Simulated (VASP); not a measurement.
# A VASP study of Zr2Ir (LDA): structure first, properties next, part 4 of 6

What structure does Zr2Ir take at this level, and what are its properties? The start is a computed cell from the Materials Project.

VASP 6.6.1; LDA; plane waves and PAW (Zr_sv, Ir).

So far. Step 5 (Bands along the symmetry lines (LDA)): There is no gap at this level. Step 6 (Total and projected DOS (LDA)): The finer mesh and the other smearing move the Fermi level by +0.03 eV from the 5×5×5 run, a small shift, which tests the Fermi level alone. Of the states within 0.3 eV of the Fermi level, the largest shares in the PAW spheres are Zr d 44 %, Ir d 12 % and Ir p 6 %. The rest lies in smaller channels or between the spheres.

**7. Vibrations at Γ (LDA)**

Zone-centre modes test whether the atoms sit at a minimum within this cell. IBRION = 8 takes the force constants from linear response, which needs tightly converged orbitals.

INCAR reads:

```
SYSTEM = Zr2Ir
PREC = Accurate
ENCUT = 400
EDIFF = 1E-08
NELM = 100
ISMEAR = 1
SIGMA = 0.2
LREAL = .FALSE.
ALGO = Normal
GGA = CA
NBANDS = 40
LASPH = .TRUE.
LORBIT = 11
LWAVE = .FALSE.
LCHARG = .FALSE.
KPAR = 4
IBRION = 8
ISIF = 2
```

POSCAR reads:

```
Zr2Ir
1.0
   -3.2069629874      3.2069629874      2.8094636313
    3.2069629874     -3.2069629874      2.8094636313
    3.2069629874      3.2069629874     -2.8094636313
Zr Ir
4 2
Direct
    0.6687102554      0.1687102554      0.8374205108
    0.3312897446      0.8312897446      0.1625794892
    0.8312897446      0.6687102554      0.5000000000
    0.1687102554      0.3312897446      0.5000000000
    0.7500000000      0.7500000000      0.0000000000
    0.2500000000      0.2500000000      0.0000000000
```

KPOINTS reads:

```
Automatic mesh
0
Gamma
7 7 7
0 0 0
```

Potentials, in the order of the species: Zr_sv and Ir (LDA family, release 64).

On the command line:

```bash
> mpirun -np 4 vasp_std
```

Log:

```text
[... set-up lines as in an earlier step ...]
 entering main loop
       N       E                     dE             d eps       ncg     rms          rms(c)
DAV:   1     0.657003901228E+03    0.65700E+03   -0.28938E+04  3200   0.137E+03
DAV:   2     0.151825261455E+01   -0.65549E+03   -0.63305E+03  3312   0.471E+02
DAV:   3    -0.586019239366E+02   -0.60120E+02   -0.57775E+02  5232   0.113E+02
DAV:   4    -0.643804065695E+02   -0.57785E+01   -0.57069E+01  4968   0.316E+01
DAV:   5    -0.647185413719E+02   -0.33813E+00   -0.33762E+00  5136   0.737E+00    0.300E+01
DAV:   6    -0.624088199153E+02    0.23097E+01   -0.32889E+00  3632   0.109E+01    0.122E+01
DAV:   7    -0.619327768715E+02    0.47604E+00   -0.22925E+00  5056   0.954E+00    0.221E+00
DAV:   8    -0.619260394477E+02    0.67374E-02   -0.20488E-01  4640   0.233E+00    0.154E+00
DAV:   9    -0.619240673971E+02    0.19721E-02   -0.10285E-01  4744   0.219E+00    0.462E-01
DAV:  10    -0.619200486588E+02    0.40187E-02   -0.17717E-02  4480   0.887E-01    0.596E-02
DAV:  11    -0.619201378110E+02   -0.89152E-04   -0.99021E-04  4456   0.133E-01    0.436E-02
DAV:  12    -0.619201291646E+02    0.86464E-05   -0.10821E-04  4440   0.608E-02    0.175E-02
DAV:  13    -0.619201281626E+02    0.10019E-05   -0.53277E-06  4264   0.170E-02    0.315E-03
DAV:  14    -0.619201281155E+02    0.47072E-07   -0.36793E-07  5384   0.323E-03    0.143E-03
DAV:  15    -0.619201281042E+02    0.11371E-07   -0.30000E-08  3304   0.108E-03    0.463E-04
DAV:  16    -0.619201281037E+02    0.42655E-09   -0.53371E-09  2512   0.552E-04
   1 F= -.61920128E+02 E0= -.61918167E+02  d E =-.588405E-02
 Linear response reoptimize wavefunctions to high precision
DAV:   1    -0.619201281042E+02   -0.41018E-09   -0.16677E-09  2448   0.253E-04
DAV:   2    -0.619201281042E+02   -0.16371E-10   -0.68674E-10  2416   0.164E-04
 Linear response DOF=           4
 Linear response progress:
  Degree of freedom:   1/  4
       N       E                     dE             d eps       ncg     rms          rms(c)
RMM:   1    -0.742142483316E+00   -0.74214E+00    0.31966E+00  8330   0.109E+01
RMM:   2    -0.679942113128E+00    0.62200E-01   -0.32014E-01 13852   0.241E+00    0.221E-01
RMM:   3    -0.682829984520E+00   -0.28879E-02   -0.54307E-02 17543   0.798E-01    0.892E-02
RMM:   4    -0.684528422285E+00   -0.16984E-02   -0.53200E-03 19720   0.256E-01    0.560E-02
RMM:   5    -0.685037127896E+00   -0.50871E-03   -0.17682E-03 20618   0.133E-01    0.335E-02
RMM:   6    -0.685183013984E+00   -0.14589E-03   -0.29119E-04 20520   0.588E-02    0.164E-02
RMM:   7    -0.685080543648E+00    0.10247E-03   -0.15828E-04 21282   0.342E-02    0.107E-02
RMM:   8    -0.685052070295E+00    0.28473E-04   -0.57390E-05 20876   0.182E-02    0.178E-03
RMM:   9    -0.685049927394E+00    0.21429E-05   -0.32494E-05 21742   0.111E-02    0.904E-04
RMM:  10    -0.685046863763E+00    0.30636E-05   -0.20567E-05 21423   0.657E-03    0.424E-04
RMM:  11    -0.685050192774E+00   -0.33290E-05   -0.15752E-05 21661   0.468E-03    0.231E-04
RMM:  12    -0.685055790281E+00   -0.55975E-05   -0.84112E-06 21028   0.351E-03    0.129E-04
RMM:  13    -0.685058019516E+00   -0.22292E-05   -0.71477E-06 21780   0.278E-03    0.108E-04
RMM:  14    -0.685061913282E+00   -0.38938E-05   -0.50579E-06 19488   0.232E-03    0.555E-05
RMM:  15    -0.685062489728E+00   -0.57645E-06   -0.34705E-06 21354   0.189E-03    0.415E-05
RMM:  16    -0.685063629649E+00   -0.11399E-05   -0.29514E-06 20866   0.161E-03    0.270E-05
RMM:  17    -0.685064471719E+00   -0.84207E-06   -0.26492E-06 21192   0.139E-03    0.275E-05
RMM:  18    -0.685064964084E+00   -0.49236E-06   -0.17827E-06 21367   0.121E-03    0.305E-05
RMM:  19    -0.685062942029E+00    0.20221E-05   -0.14583E-06 18831   0.112E-03    0.119E-04
RMM:  20    -0.685065120424E+00   -0.21784E-05   -0.10188E-06 18641   0.101E-03    0.615E-05
RMM:  21    -0.685065763212E+00   -0.64279E-06   -0.10758E-06 19657   0.882E-04    0.533E-05
RMM:  22    -0.685066487642E+00   -0.72443E-06   -0.61335E-07 19928   0.803E-04    0.365E-05
RMM:  23    -0.685066878555E+00   -0.39091E-06   -0.66749E-07 21204   0.730E-04    0.332E-05
RMM:  24    -0.685066993647E+00   -0.11509E-06   -0.40427E-07 21661   0.671E-04    0.341E-05
RMM:  25    -0.685067454711E+00   -0.46106E-06   -0.48149E-07 19858   0.632E-04    0.250E-05
RMM:  26    -0.685068253868E+00   -0.79916E-06   -0.31246E-07 19839   0.607E-04    0.407E-06
RMM:  27    -0.685068309803E+00   -0.55935E-07   -0.36838E-07 21115   0.558E-04    0.606E-06
RMM:  28    -0.685068332346E+00   -0.22543E-07   -0.14447E-07 21544   0.528E-04    0.502E-06
RMM:  29    -0.685068482269E+00   -0.14992E-06   -0.13632E-07 20702   0.505E-04    0.462E-06
RMM:  30    -0.685068463843E+00    0.18427E-07   -0.33363E-08 21486   0.484E-04    0.632E-06
RMM:  31    -0.685068466907E+00   -0.30643E-08   -0.75512E-08 21307   0.467E-04    0.100E-05
 first order change of Fermi-energy   0.22265E+00
 force on displaced ion       1 direction 1 :  -6.686   1.826  -0.000
 Linear response progress:
  Degree of freedom:   2/  4
       N       E                     dE             d eps       ncg     rms          rms(c)
RMM:   1    -0.741757819982E+00   -0.74176E+00    0.31937E+00  8728   0.106E+01
RMM:   2    -0.682611397714E+00    0.59146E-01   -0.31065E-01 13470   0.224E+00    0.219E-01
RMM:   3    -0.685991158981E+00   -0.33798E-02   -0.54830E-02 17198   0.742E-01    0.756E-02
RMM:   4    -0.687891865485E+00   -0.19007E-02   -0.48921E-03 19041   0.241E-01    0.423E-02
RMM:   5    -0.688554640609E+00   -0.66278E-03   -0.17558E-03 18863   0.131E-01    0.216E-02
RMM:   6    -0.688513579273E+00    0.41061E-04   -0.25924E-04 20019   0.527E-02    0.168E-02
RMM:   7    -0.688447343372E+00    0.66236E-04   -0.11579E-04 20779   0.297E-02    0.456E-03
RMM:   8    -0.688427508823E+00    0.19835E-04   -0.30299E-05 20925   0.137E-02    0.202E-03
RMM:   9    -0.688409231787E+00    0.18277E-04   -0.17967E-05 21196   0.838E-03    0.117E-03
RMM:  10    -0.688396505003E+00    0.12727E-04   -0.77800E-06 20730   0.500E-03    0.327E-04
RMM:  11    -0.688402047077E+00   -0.55421E-05   -0.46168E-06 20942   0.348E-03    0.133E-04
RMM:  12    -0.688403792214E+00   -0.17451E-05   -0.30046E-06 21453   0.244E-03    0.124E-04
RMM:  13    -0.688404444295E+00   -0.65208E-06   -0.16680E-06 21350   0.187E-03    0.149E-04
RMM:  14    -0.688402862038E+00    0.15823E-05   -0.15275E-06 19791   0.151E-03    0.253E-04
RMM:  15    -0.688405760615E+00   -0.28986E-05   -0.12910E-06 18562   0.129E-03    0.178E-04
RMM:  16    -0.688408357214E+00   -0.25966E-05   -0.92005E-07 18848   0.110E-03    0.113E-04
RMM:  17    -0.688413524313E+00   -0.51671E-05   -0.69375E-07 18580   0.107E-03    0.731E-05
RMM:  18    -0.688411676971E+00    0.18473E-05   -0.52528E-07 18551   0.828E-04    0.209E-05
RMM:  19    -0.688410811495E+00    0.86548E-06   -0.37541E-07 19520   0.720E-04    0.438E-05
RMM:  20    -0.688410973277E+00   -0.16178E-06   -0.30392E-07 21255   0.636E-04    0.480E-05
RMM:  21    -0.688410898978E+00    0.74299E-07   -0.16145E-07 21123   0.578E-04    0.575E-05
RMM:  22    -0.688411811434E+00   -0.91246E-06   -0.14578E-07 18698   0.555E-04    0.329E-05
RMM:  23    -0.688411810748E+00    0.68662E-09    0.13468E-08 21081   0.501E-04    0.352E-05
 first order change of Fermi-energy  -0.37540E-04
 force on displaced ion       1 direction 3 :   0.014   0.014  -7.143
 Linear response progress:
  Degree of freedom:   3/  4
       N       E                     dE             d eps       ncg     rms          rms(c)
RMM:   1    -0.206637114802E+00   -0.20664E+00   -0.16534E-01 15574   0.190E+00
RMM:   2    -0.204381896783E+00    0.22552E-02   -0.17440E-02 13155   0.500E-01    0.177E-01
RMM:   3    -0.204438776131E+00   -0.56879E-04   -0.21794E-03 14597   0.145E-01    0.102E-01
RMM:   4    -0.204805847857E+00   -0.36707E-03   -0.77857E-04 16254   0.995E-02    0.194E-02
RMM:   5    -0.204913803267E+00   -0.10796E-03   -0.23006E-04 18465   0.379E-02    0.101E-02
RMM:   6    -0.204933423189E+00   -0.19620E-04   -0.40039E-05 19556   0.173E-02    0.474E-03
RMM:   7    -0.204939326200E+00   -0.59030E-05   -0.11983E-05 20850   0.874E-03    0.207E-03
RMM:   8    -0.204932698221E+00    0.66280E-05   -0.28294E-06 20553   0.463E-03    0.909E-04
RMM:   9    -0.204931596572E+00    0.11016E-05   -0.16528E-06 21280   0.255E-03    0.456E-04
RMM:  10    -0.204931475759E+00    0.12081E-06    0.19161E-07 20995   0.135E-03    0.191E-04
RMM:  11    -0.204931724542E+00   -0.24878E-06    0.74833E-08 21839   0.796E-04    0.123E-04
RMM:  12    -0.204932037072E+00   -0.31253E-06   -0.44691E-07 21523   0.487E-04    0.524E-05
RMM:  13    -0.204932231130E+00   -0.19406E-06    0.17031E-07 21466   0.349E-04    0.192E-05
RMM:  14    -0.204932268511E+00   -0.37382E-07   -0.27789E-07 21674   0.271E-04    0.111E-05
RMM:  15    -0.204932300400E+00   -0.31889E-07    0.19275E-08 21460   0.233E-04    0.403E-06
RMM:  16    -0.204932306567E+00   -0.61676E-08   -0.23581E-07 21858   0.213E-04    0.411E-06
RMM:  17    -0.204932299861E+00    0.67060E-08    0.12447E-08 21541   0.203E-04    0.222E-06
 first order change of Fermi-energy  -0.27298E-04
 force on displaced ion       5 direction 1 :  -5.691   0.000  -0.000
 Linear response progress:
  Degree of freedom:   4/  4
       N       E                     dE             d eps       ncg     rms          rms(c)
RMM:   1    -0.206153345507E+00   -0.20615E+00   -0.17703E-01  8040   0.187E+00
RMM:   2    -0.201336600231E+00    0.48167E-02   -0.15157E-02  6371   0.492E-01    0.135E-01
RMM:   3    -0.201573436796E+00   -0.23684E-03   -0.29418E-03  7753   0.153E-01    0.840E-02
RMM:   4    -0.201864988647E+00   -0.29155E-03   -0.64213E-04  8263   0.896E-02    0.130E-02
RMM:   5    -0.201929977030E+00   -0.64988E-04   -0.14888E-04  9798   0.304E-02    0.774E-03
RMM:   6    -0.201940286026E+00   -0.10309E-04   -0.22163E-05 10345   0.136E-02    0.527E-03
RMM:   7    -0.201944299063E+00   -0.40130E-05   -0.59959E-06  9827   0.829E-03    0.155E-03
RMM:   8    -0.201938014146E+00    0.62849E-05   -0.28194E-06 10866   0.402E-03    0.791E-04
RMM:   9    -0.201936587588E+00    0.14266E-05   -0.48383E-07 10695   0.197E-03    0.287E-04
RMM:  10    -0.201935483613E+00    0.11040E-05   -0.95774E-07 11227   0.108E-03    0.163E-04
RMM:  11    -0.201935553607E+00   -0.69994E-07   -0.37252E-07 11096   0.626E-04    0.901E-05
RMM:  12    -0.201936023079E+00   -0.46947E-06   -0.42279E-07 11169   0.420E-04    0.246E-05
RMM:  13    -0.201936057489E+00   -0.34411E-07   -0.10717E-07 11310   0.314E-04    0.172E-05
RMM:  14    -0.201936133682E+00   -0.76193E-07   -0.90777E-08 11058   0.263E-04    0.558E-06
RMM:  15    -0.201936133092E+00    0.59061E-09   -0.11259E-07 11483   0.237E-04    0.385E-06
RMM:  16    -0.201936128488E+00    0.46037E-08   -0.63856E-08 11180   0.223E-04    0.248E-06
 first order change of Fermi-energy   0.15539E-03
 force on displaced ion       5 direction 3 :  -0.000   0.000 -13.358
 Linear response finished
```

Elapsed: 13 min, on 4 MPI ranks of AMD EPYC 7R43, shared host; peak memory 2.6 GiB.

Parts of OUTCAR (step 7):

```text
   k-points           NKPTS =     40   k-points in BZ     NKDIM =     40   number of bands    NBANDS=     40

   NELECT =      66.0000    total number of electrons

  Total        0.0213915      0.0213915     -0.0408695      0.0000000      0.0000000      0.0000000
  in kB        0.2965388      0.2965388     -0.5665504      0.0000000      0.0000000      0.0000000
  external PRESSURE =       0.0088424 kB  Pullay stress =       0.0000000 kB

 POSITION                                       TOTAL-FORCE (eV/Angst)
 -----------------------------------------------------------------------------------
      1.08210      4.28906      0.00000        -0.030263     -0.030263      0.000000
      2.12487     -1.08210      2.80946         0.030263      0.030263     -0.000000
      1.08210      2.12487      2.80946        -0.030263      0.030263      0.000000
      2.12487      1.08210      0.00000         0.030263     -0.030263      0.000000
      0.00000      0.00000      4.21420         0.000000     -0.000000      0.000000
      0.00000      0.00000      1.40473         0.000000     -0.000000      0.000000
 -----------------------------------------------------------------------------------
    total drift:                                0.000000      0.000000     -0.000000

 Eigenvectors and eigenvalues of the dynamical matrix
 ----------------------------------------------------

   1 f  =    6.503132 THz    40.860384 2PiTHz  216.921140 cm-1    26.894782 meV
             X         Y         Z           dx          dy          dz
      1.082095  4.289058  0.000000    -0.256608    0.256608   -0.000000
      2.124868 -1.082095  2.809464     0.256608   -0.256608   -0.000000
      1.082095  2.124868  2.809464     0.256608    0.256608   -0.000000
      2.124868  1.082095  0.000000    -0.256608   -0.256608   -0.000000
      0.000000  0.000000  4.214195    -0.000000   -0.000000    0.486425
      0.000000  0.000000  1.404732    -0.000000   -0.000000   -0.486425

   2 f  =    5.419485 THz    34.051631 2PiTHz  180.774574 cm-1    22.413181 meV
             X         Y         Z           dx          dy          dz
      1.082095  4.289058  0.000000     0.074773    0.173572    0.000000
      2.124868 -1.082095  2.809464     0.074773    0.173572   -0.000000
      1.082095  2.124868  2.809464    -0.417612   -0.446022   -0.000000
      2.124868  1.082095  0.000000    -0.417612   -0.446022    0.000000
      0.000000  0.000000  4.214195     0.236100    0.187626    0.000000
      0.000000  0.000000  1.404732     0.236100    0.187626   -0.000000

   3 f  =    5.419485 THz    34.051631 2PiTHz  180.774574 cm-1    22.413181 meV
             X         Y         Z           dx          dy          dz
      1.082095  4.289058  0.000000     0.446022   -0.417612   -0.000000
      2.124868 -1.082095  2.809464     0.446022   -0.417612    0.000000
      1.082095  2.124868  2.809464    -0.173572    0.074773   -0.000000
      2.124868  1.082095  0.000000    -0.173572    0.074773    0.000000
      0.000000  0.000000  4.214195    -0.187626    0.236100    0.000000
      0.000000  0.000000  1.404732    -0.187626    0.236100   -0.000000

   4 f  =    5.367983 THz    33.728031 2PiTHz  179.056636 cm-1    22.200183 meV
             X         Y         Z           dx          dy          dz
      1.082095  4.289058  0.000000    -0.000000    0.000000   -0.520294
      2.124868 -1.082095  2.809464    -0.000000    0.000000    0.520294
      1.082095  2.124868  2.809464     0.000000   -0.000000   -0.445617
      2.124868  1.082095  0.000000     0.000000   -0.000000    0.445617
      0.000000  0.000000  4.214195     0.013510   -0.174750    0.000000
      0.000000  0.000000  1.404732    -0.013510    0.174750   -0.000000

   5 f  =    5.367983 THz    33.728031 2PiTHz  179.056636 cm-1    22.200183 meV
             X         Y         Z           dx          dy          dz
      1.082095  4.289058  0.000000    -0.000000   -0.000000    0.445617
      2.124868 -1.082095  2.809464    -0.000000   -0.000000   -0.445617
[...]
2.124868 -1.082095  2.809464     0.353553    0.353553    0.000000
      1.082095  2.124868  2.809464     0.353553   -0.353553    0.000000
      2.124868  1.082095  0.000000    -0.353553    0.353553   -0.000000
      0.000000  0.000000  4.214195    -0.000000    0.000000   -0.000000
      0.000000  0.000000  1.404732     0.000000   -0.000000    0.000000

   8 f  =    4.112607 THz    25.840275 2PiTHz  137.181819 cm-1    17.008370 meV
             X         Y         Z           dx          dy          dz
      1.082095  4.289058  0.000000    -0.243212    0.243212   -0.000000
      2.124868 -1.082095  2.809464     0.243212   -0.243212   -0.000000
      1.082095  2.124868  2.809464     0.243212    0.243212    0.000000
      2.124868  1.082095  0.000000    -0.243212   -0.243212    0.000000
      0.000000  0.000000  4.214195    -0.000000    0.000000   -0.513216
      0.000000  0.000000  1.404732    -0.000000   -0.000000    0.513216

   9 f  =    4.066844 THz    25.552738 2PiTHz  135.655330 cm-1    16.819110 meV
             X         Y         Z           dx          dy          dz
      1.082095  4.289058  0.000000    -0.353553    0.353553   -0.000000
      2.124868 -1.082095  2.809464     0.353553   -0.353553   -0.000000
      1.082095  2.124868  2.809464    -0.353553   -0.353553    0.000000
      2.124868  1.082095  0.000000     0.353553    0.353553    0.000000
      0.000000  0.000000  4.214195    -0.000000    0.000000    0.000000
      0.000000  0.000000  1.404732    -0.000000   -0.000000   -0.000000

  10 f  =    4.057511 THz    25.494091 2PiTHz  135.343987 cm-1    16.780508 meV
             X         Y         Z           dx          dy          dz
      1.082095  4.289058  0.000000     0.000000   -0.000000   -0.500000
      2.124868 -1.082095  2.809464    -0.000000    0.000000   -0.500000
      1.082095  2.124868  2.809464     0.000000    0.000000    0.500000
      2.124868  1.082095  0.000000    -0.000000   -0.000000    0.500000
      0.000000  0.000000  4.214195     0.000000    0.000000    0.000000
      0.000000  0.000000  1.404732    -0.000000   -0.000000   -0.000000

  11 f  =    3.220907 THz    20.237554 2PiTHz  107.437883 cm-1    13.320594 meV
             X         Y         Z           dx          dy          dz
      1.082095  4.289058  0.000000    -0.000000   -0.000000   -0.358304
      2.124868 -1.082095  2.809464    -0.000000   -0.000000   -0.358304
      1.082095  2.124868  2.809464    -0.000000   -0.000000   -0.358304
      2.124868  1.082095  0.000000     0.000000    0.000000   -0.358304
      0.000000  0.000000  4.214195     0.000000   -0.000000    0.493190
      0.000000  0.000000  1.404732     0.000000    0.000000    0.493190

  12 f  =    2.753896 THz    17.303237 2PiTHz   91.860075 cm-1    11.389193 meV
             X         Y         Z           dx          dy          dz
      1.082095  4.289058  0.000000    -0.410601   -0.404100    0.000000
      2.124868 -1.082095  2.809464    -0.410601   -0.404100   -0.000000
      1.082095  2.124868  2.809464     0.104660   -0.075214    0.000000
      2.124868  1.082095  0.000000     0.104660   -0.075214    0.000000
      0.000000  0.000000  4.214195     0.209417    0.328091   -0.000000
      0.000000  0.000000  1.404732     0.209417    0.328091   -0.000000

  13 f  =    2.753896 THz    17.303237 2PiTHz   91.860075 cm-1    11.389193 meV
             X         Y         Z           dx          dy          dz
      1.082095  4.289058  0.000000    -0.075214   -0.104660   -0.000000
      2.124868 -1.082095  2.809464    -0.075214   -0.104660   -0.000000
      1.082095  2.124868  2.809464    -0.404100    0.410601    0.000000
      2.124868  1.082095  0.000000    -0.404100    0.410601    0.000000
      0.000000  0.000000  4.214195     0.328091   -0.209417   -0.000000
      0.000000  0.000000  1.404732     0.328091   -0.209417   -0.000000
    [... 43 further lines ...]
      0.000000  0.000000  4.214195    -0.109298   -0.495589    0.000000
      0.000000  0.000000  1.404732    -0.109298   -0.495589    0.000000

 ELASTIC MODULI CONTR FROM IONIC RELAXATION (kBar)
 Direction    XX          YY          ZZ          XY          YZ          ZX
 --------------------------------------------------------------------------------
 XX        -161.2795    -88.7139   -285.2502     -0.0000     -0.0000     -0.0000
 YY         -88.7139   -161.2795   -285.2502     -0.0000      0.0000     -0.0000
 ZZ        -285.2502   -285.2502   -650.9585     -0.0000      0.0000     -0.0000
 XY          -0.0000      0.0000     -0.0000   -126.1838      0.0000     -0.0000
 YZ          -0.0000      0.0000      0.0000      0.0000    -79.6024      0.0000
 ZX          -0.0000     -0.0000     -0.0000     -0.0000     -0.0000    -70.5925
 --------------------------------------------------------------------------------

[... 7 parts as in an earlier step ...]

[... 3 further parts left out ...]
```

Energies printed during the response cycles are not total energies of the cell.

This step gave:

```
bands                     : 40
irreducible k-points      : 40
pressure of the cell      : 8.84e-4 GPa
largest force of the cell : 0.04280 eV/Å
Fermi energy              : 9.478 eV
```

(Part 4 of 6 ends here.)

[Lines on the potential files, build, host, timing and source positions are cut from VASP's logs without a mark.]

[Logs are printed without paths, hosts, clocks, repeated set-up lines and the standing remarks that a program may print on its own settings, such as how far it seeks lower states.]

[Hosts, paths, dates, database ids (printed as entryN), source tags and the programs' standing remarks are cut or masked in the printed files.]

[A measured line is paired with the nearest computed mode of its activity, which favours agreement.]
